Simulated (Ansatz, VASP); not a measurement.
## Sc (Sc(0001)): VASP beside Ansatz

One calculation is typed for both programs; each brings its own data sets and cutoff. How far apart do they land?

Main program and level: Ansatz 0.2.0; plane waves, with VASP 6.6.1 beside it; single point at PBEsol.

### 1. Starting point

The cell holds 8 atoms: 8 Sc. Cell: a = 3.279 Å, b = 3.279 Å, c = 32.763 Å, α = 90.0°, β = 90.0°, γ = 60.0°. It derives from Sc. As first built, before any earlier steps moved the atoms (in the runner's words): 8 layers of hcp Sc, cut at this functional's lattice. Vacuum lies along c.

As a file:

```xyz
8
Lattice="3.2792 0.0000 0.0000 1.6396 2.8399 0.0000 0.0000 0.0000 32.7633" Properties=species:S:1:pos:R:3
Sc    3.2792    1.8932    7.5324
Sc    0.0000    0.0000   10.0042
Sc    3.2792    1.8932   12.5704
Sc    0.0000    0.0000   15.1187
Sc    3.2792    1.8932   17.6446
Sc    0.0000    0.0000   20.1929
Sc    3.2792    1.8932   22.7591
Sc    0.0000    0.0000   25.2309
```

### 2. VASP: single point, PBEsol

A single point gives forces, pressure and levels at one fixed geometry, so differences don't come from the geometry; what else differs is listed under the comparison.

Lines of VASP's logs that name or quote its potential files are left out, and so is its time.

Input file INCAR:

```
SYSTEM = Sc
PREC = Normal
ENCUT = 320
EDIFF = 1E-06
NELM = 120
ISMEAR = 1
SIGMA = 0.15
LREAL = .FALSE.
ALGO = Fast
GGA = PS
NBANDS = 54
LASPH = .TRUE.
LORBIT = 11
LWAVE = .FALSE.
LCHARG = .TRUE.
KPAR = 4
IDIPOL = 3
LDIPOL = .TRUE.
DIPOL = 0.5 0.5 0.5
LVHAR = .TRUE.
LVACPOTAV = .TRUE.
NEDOS = 1500
```

Input file POSCAR:

```
Sc
1.0
    3.2792039134      0.0000000000      0.0000000000
    1.6396019567      2.8398738932      0.0000000000
    0.0000000000      0.0000000000     32.7633142526
Sc
8
Direct
    0.6666666700      0.6666666700      0.2299029017
    0.0000000000      0.0000000000      0.3053468882
    0.6666666700      0.6666666700      0.3836732829
    0.0000000000      0.0000000000      0.4614514016
    0.6666666700      0.6666666700      0.5385485984
    0.0000000000      0.0000000000      0.6163267171
    0.6666666700      0.6666666700      0.6946531118
    0.0000000000      0.0000000000      0.7700970983
```

Input file KPOINTS:

```
Automatic mesh
0
Gamma
12 12 1
0 0 0
```

The projector-augmented-wave data sets are Sc_sv (PBE family, release 64).

Started as:

```bash
$ mpirun -np 4 vasp_std
```

Numbers of over 12 decimals in the logs are rounded to 6 here.

Output:

```text
[banner, memory and clock lines left out]
running    4 mpi-ranks, on    1 nodes
 distrk:  each k-point on    1 cores,    4 groups
 distr:  one band on    1 cores,    1 groups

 POSCAR found type information on POSCAR Sc
 POSCAR found :  1 types and       8 ions
|                                                                             |
|               ----> ADVICE to this user running VASP <----                  |
|                                                                             |
|     You enforced a specific xc type in the INCAR file but a different       |
|     [... a line on the potential file left out ...]
|     I HOPE YOU KNOW WHAT YOU ARE DOING!                                     |
|                                                                             |

 LDA part: xc-table for (Slater+PW92), standard interpolation
 POSCAR, INCAR and KPOINTS ok, starting setup
 FFT: planning ... GRIDC
 FFT: planning ... GRID_SOFT
 FFT: planning ... GRID
 WAVECAR not read
 entering main loop
       N       E                     dE             d eps       ncg     rms          rms(c)
DAV:   1     0.157364707227E+04    0.15736E+04   -0.34034E+04  2484   0.111E+03
DAV:   2     0.675130721684E+02   -0.15061E+04   -0.14894E+04  2852   0.704E+02
DAV:   3    -0.526281883472E+02   -0.12014E+03   -0.11559E+03  3386   0.259E+02
DAV:   4    -0.595085504846E+02   -0.68804E+01   -0.66352E+01  3384   0.535E+01
DAV:   5    -0.598664278745E+02   -0.35788E+00   -0.34901E+00  3408   0.113E+01    0.171E+01
RMM:   6    -0.989817835604E+02   -0.39115E+02   -0.11045E+02  2959   0.455E+01    0.158E+01
RMM:   7    -0.582344228133E+02    0.40747E+02   -0.98887E+00  2337   0.313E+01    0.113E+01
RMM:   8    -0.536092777289E+02    0.46251E+01   -0.90842E+00  2683   0.155E+01    0.761E+00
RMM:   9    -0.543038022451E+02   -0.69452E+00   -0.55411E+00  2733   0.105E+01    0.715E+00
RMM:  10    -0.542068759998E+02    0.96926E-01   -0.73056E+00  2951   0.118E+01    0.777E+00
RMM:  11    -0.514332296586E+02    0.27736E+01   -0.76806E-01  2916   0.414E+00    0.281E+00
RMM:  12    -0.513888939969E+02    0.44336E-01   -0.53180E-01  3057   0.215E+00    0.243E+00
RMM:  13    -0.512539869925E+02    0.13491E+00   -0.30868E-01  3051   0.232E+00    0.759E-01
RMM:  14    -0.512831771503E+02   -0.29190E-01   -0.15837E-01  3361   0.982E-01    0.115E+00
[...]
RMM:  29    -0.512319074932E+02   -0.10568E-04   -0.54908E-05  1897   0.833E-03    0.352E-03
RMM:  30    -0.512319158356E+02   -0.83424E-05   -0.43637E-05  1751   0.719E-03    0.186E-03
RMM:  31    -0.512319195068E+02   -0.36712E-05   -0.28814E-05  1711   0.590E-03    0.151E-03
RMM:  32    -0.512319220311E+02   -0.25242E-05   -0.22900E-05  1652   0.468E-03    0.124E-03
RMM:  33    -0.512319237961E+02   -0.17650E-05   -0.16681E-05  1629   0.416E-03    0.119E-03
RMM:  34    -0.512319251824E+02   -0.13863E-05   -0.13251E-05  1297   0.323E-03    0.119E-03
RMM:  35    -0.512319262145E+02   -0.10321E-05   -0.10481E-05  1179   0.302E-03    0.117E-03
RMM:  36    -0.512319270301E+02   -0.81566E-06   -0.82785E-06  1091   0.256E-03
|                                                                             |
|           W    W    AA    RRRRR   N    N  II  N    N   GGGG   !!!           |
|           W    W   A  A   R    R  NN   N  II  NN   N  G    G  !!!           |
|           W    W  A    A  R    R  N N  N  II  N N  N  G       !!!           |
|           W WW W  AAAAAA  RRRRR   N  N N  II  N  N N  G  GGG   !            |
|           WW  WW  A    A  R   R   N   NN  II  N   NN  G    G                |
|           W    W  A    A  R    R  N    N  II  N    N   GGGG   !!!           |
|                                                                             |
|     Did not find any points to average over, which means that no vacuum     |
|     field-free region was found. Please increase the size of  your cell     |
|     in the dimension of the dipole correction to obtain accurate            |
|     workfunction values.                                                    |
|                                                                             |

   1 F= -.51231927E+02 E0= -.51225736E+02  d E =-.185728E-01
```

OUTCAR, selected parts (step 2):

```text
ion  position               nearest neighbor table
   1  0.667  0.667  0.230-   2 3.11   2 3.11   2 3.11
   2  0.000  0.000  0.305-   1 3.11   1 3.11   1 3.11   3 3.19   3 3.19   3 3.19
   3  0.667  0.667  0.384-   4 3.17   4 3.17   4 3.17   2 3.19   2 3.19   2 3.19
   4  0.000  0.000  0.461-   5 3.16   5 3.16   5 3.16   3 3.17   3 3.17   3 3.17
   5  0.667  0.667  0.539-   4 3.16   4 3.16   4 3.16   6 3.17   6 3.17   6 3.17
   6  0.000  0.000  0.616-   5 3.17   5 3.17   5 3.17   7 3.19   7 3.19   7 3.19
   7  0.667  0.667  0.695-   8 3.11   8 3.11   8 3.11   6 3.19   6 3.19   6 3.19
   8  0.000  0.000  0.770-   7 3.11   7 3.11   7 3.11

  LATTYP: Found a hexagonal cell.
 ALAT       =     3.2792039134
 C/A-ratio  =     9.9912402881

 Subroutine GETGRP returns: Found 12 space group operations
 (whereof  6 operations were pure point group operations)

The static configuration has the point symmetry C_3v.
 The point group associated with its full space group is D_3d.

 Found     19 irreducible k-points:

   k-points           NKPTS =     19   k-points in BZ     NKDIM =     19   number of bands    NBANDS=     54

   dimension x,y,z NGX =    14 NGY =   14 NGZ =  144
   dimension x,y,z NGXF=    28 NGYF=   28 NGZF=  288

   ENCUT  =  320.0 eV  23.52 Ry    4.85 a.u.   4.78  4.78 47.79*2*pi/ulx,y,z

   NELECT =      88.0000    total number of electrons

 k-points in reciprocal lattice and weights: Automatic mesh
   0.00000000  0.00000000  0.00000000       0.007
   0.08333333  0.00000000  0.00000000       0.042
   0.16666667  0.00000000  0.00000000       0.042
   0.25000000  0.00000000  0.00000000       0.042
   0.33333333  0.00000000  0.00000000       0.042
   0.41666667  0.00000000  0.00000000       0.042
   0.50000000  0.00000000  0.00000000       0.021
   0.16666667  0.08333333  0.00000000       0.042
   0.25000000  0.08333333  0.00000000       0.083
[...]
-0.41666667  0.25000000  0.00000000       0.083
  -0.33333333  0.33333333  0.00000000       0.014

 dipolmoment           0.000000      0.000000     -0.000055 electrons x Angstroem

 average (electrostatic) potential at core
       1 -49.8125       2 -49.2756       3 -49.4157       4 -49.3838       5 -49.3840
       6 -49.4164       7 -49.2765       8 -49.8136

 E-fermi :   1.1498

 k-point     1 :       0.0000    0.0000    0.0000
  band No.  band energies     occupation
    ...
     38      -1.5308      2.00000
     39      -0.9826      2.00000
     40      -0.6504      2.00000
     41       1.1916      0.54827
     42       1.1941      0.52371
     43       1.8166     -0.00000
     44       1.8531     -0.00000
     45       1.9946     -0.00000
     46       2.2850     -0.00000
     47       2.5594     -0.00000
    ...

 k-point     2 :       0.0833    0.0000    0.0000
  band No.  band energies     occupation
    ...
     36      -2.6606      2.00000
     37      -2.0482      2.00000
     38      -1.3971      2.00000
     39      -0.8499      2.00000
     40      -0.5193      2.00000
     41       1.2183      0.30965
     42       1.2224      0.27788
     43       1.6787     -0.00001
     44       1.7025     -0.00000
     45       1.8787     -0.00000
    ...

 k-point     3 :       0.1667    0.0000    0.0000
  band No.  band energies     occupation
    ...
     36      -2.2509      2.00000
     37      -1.6591      2.00000
     38      -1.0273      2.00000
     39      -0.4881      2.00000
     40      -0.1674      2.00000
     41       1.2230      0.27301
     42       1.2379      0.17140
     43       1.3673     -0.05961
     44       1.3909     -0.04544
     45       1.6475     -0.00003
    ...

  Total       -1.4842247     -1.4842247     -0.7803495      0.0000000     -0.0000000     -0.0000000
  in kB       -7.7939017     -7.7939017     -4.0977406      0.0000000     -0.0000000     -0.0000000
  external PRESSURE =      -6.5618480 kB  Pullay stress =       0.0000000 kB

  energy-cutoff  :      320.00
  volume of cell :      305.11
      direct lattice vectors                 reciprocal lattice vectors
     3.279203913  0.000000000  0.000000000     0.304952063 -0.176064156  0.000000000
     1.639601957  2.839873893  0.000000000     0.000000000  0.352128312  0.000000000
     0.000000000  0.000000000 32.763314253     0.000000000  0.000000000  0.030521943

 POSITION                                       TOTAL-FORCE (eV/Angst)
 -----------------------------------------------------------------------------------
      3.27920      1.89325      7.53238        -0.000000      0.000000      0.008311
      0.00000      0.00000     10.00418        -0.000000     -0.000000      0.012657
      3.27920      1.89325     12.57041        -0.000000     -0.000000     -0.008917
      0.00000      0.00000     15.11868         0.000000     -0.000000     -0.027784
      3.27920      1.89325     17.64464        -0.000000      0.000000      0.027784
      0.00000      0.00000     20.19291         0.000000      0.000000      0.008917
      3.27920      1.89325     22.75914         0.000000      0.000000     -0.012657
      0.00000      0.00000     25.23093         0.000000     -0.000000     -0.008311
 -----------------------------------------------------------------------------------
    total drift:                               -0.000075     -0.000043     -0.004492

  FREE ENERGIE OF THE ION-ELECTRON SYSTEM (eV)
  ---------------------------------------------------
  free  energy   TOTEN  =       -51.2319270301 eV

  energy  without entropy=      -51.2133542454  energy(sigma->0) =      -51.22573610

 vacuum level on the upper side and lower side of the slab         4.672         4.673

 total charge
# of ion       s       p       d       tot
------------------------------------------
    1        2.292   6.066   1.034   9.393
    2        2.282   6.118   1.028   9.428
    3        2.284   6.107   1.028   9.419
    4        2.285   6.110   1.032   9.427
    5        2.285   6.110   1.032   9.427
    6        2.284   6.107   1.028   9.419
    7        2.282   6.118   1.028   9.428
    8        2.292   6.066   1.034   9.393
--------------------------------------------------
tot         18.286  48.802   8.245  75.333

[... 3 further parts left out ...]
```

The PAW data sets were made with PBE, which is usual practice but a small mismatch for other functionals.

(Part 1 of 2 ends here.)

[Lines on the potential files, build, host, timing and source positions are cut from VASP's logs without a mark.]

[Logs are printed without paths, hosts, clocks, repeated set-up lines and the standing remarks that a program may print on its own settings, such as how far it seeks lower states.]

[Hosts, paths, dates, database ids (printed as entryN), source tags and the programs' standing remarks are cut or masked in the printed files.]
